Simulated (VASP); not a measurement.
```yaml
crystal:
  lattice:
    - [0.00000, 2.86985, 2.86985]
    - [2.86985, 0.00000, 2.86985]
    - [2.86985, 2.86985, 0.00000]
  atoms:
    - { symbol: Zn, position: [0.00000, 0.00000, 0.00000] }
    - { symbol: Se, position: [0.25000, 0.25000, 0.25000] }
```

These are HSE06 screened hybrid, VASP's PBE PAW potentials (set 64) (plane waves; VASP) values and carry that method's errors. Settings: 520 eV cut-off, 6×6×6 Γ-centred mesh, Gaussian smearing of 0.050 eV, potentials Zn Se.

Question: Predict the energy per atom (σ→0), pressure, band gap (over the mesh, the named points and PBE's band edges) with the smallest direct gap where there is one.

Answer: 
```
Quantity                                                                            Result
--------------------------------------------------------------------------  --------------
band gap (over the mesh, the named points and PBE's band edges)                    2.25 eV
smallest direct gap (over the mesh, the named points and PBE's band edges)         2.25 eV
energy per atom (σ→0)                                                       -3.722 eV/atom
pressure                                                                        -12.3 kbar
```

Only differences to runs with the same potentials and settings are physical.

The compound is ZnSe in the zinc blende structure. It was relaxed first.
